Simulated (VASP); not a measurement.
Runs of VASP 6.6.1 on Zn. It takes space group P6_3/mmc (No. 194, hexagonal). The conventional cell has a = 2.593 Å, b = 2.593 Å, c = 4.919 Å, α = 90.00°, β = 90.00°, γ = 120.00°. Around Zn (site symmetry -6m2) lie 12 Zn at 2.59 to 2.88 Å. 

```csv
level,k mesh,cutoff (eV),smearing,gap on the mesh (eV),pressure (GPa)
PBEsol,27 × 27 × 14,520,gaussian 0.1 eV,none,(a)
r2SCAN,18 × 18 × 10,520,gaussian 0.1 eV,none,1.5
PBEsol,18 × 18 × 10,520,gaussian 0.5 eV,none,0.3
PBEsol,18 × 18 × 10,700,gaussian 0.1 eV,none,0.1
PBEsol,18 × 18 × 10,900,gaussian 0.1 eV,none,0.1
```

Alike in all rows: task single point; potentials or basis VASP PAW PBE potentials, release 64 (Zn); no spin polarisation; cell as given.

Question: Estimate the missing entries.

Answer: (a) 0.2.

Caveats: the PAW data sets were made with another functional, which shifts forces and pressure a little.

A gap of «none» marks a metal or a gap under the smearing width.
